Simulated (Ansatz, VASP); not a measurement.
## Two plane-wave programs on BaBr

```
Ba Br
1.0
     4.50791    0.00000    0.00000
    -2.25396    3.90397    0.00000
     0.00000    0.00000    4.78962
Ba Br
1 1
Direct
  0.66667 0.33333 0.50000
  0.00000 0.00000 0.00000
```

Alike in both runs: task single point; functional PBE; k mesh 6 × 6 × 4; occupations gaussian, width 0.1 eV; no spin polarisation.

|  | VASP | Ansatz |
| --- | --- | --- |
| version | VASP 6.6.1 | Ansatz 0.2.0 |
| potentials or method | VASP PAW PBE potentials, release 64 (Ba_sv, Br) | scalar-relativistic, plane waves, PAW |
| plane-wave cutoff (eV) | 520 | 420 |
| valence electrons in the cell | 17 | 17 |

```csv
,VASP,Ansatz,Ansatz less VASP
gap on the k mesh at the Fermi level (eV),none,none,-
pressure (GPa),-1.1,-1.3,-0.19
largest component of the traceless stress (GPa),0.40,0.34,-0.055
```

A gap of «none» marks a metal or a gap that the smearing closes. The functional is the same, so the differences come from potentials, cutoffs and numerics.

Caveats: an odd number of electrons without spin polarisation forces a metal; a magnetic or distorted state may lie lower. The runs have no spin-orbit coupling, so splittings on Ba are missing.
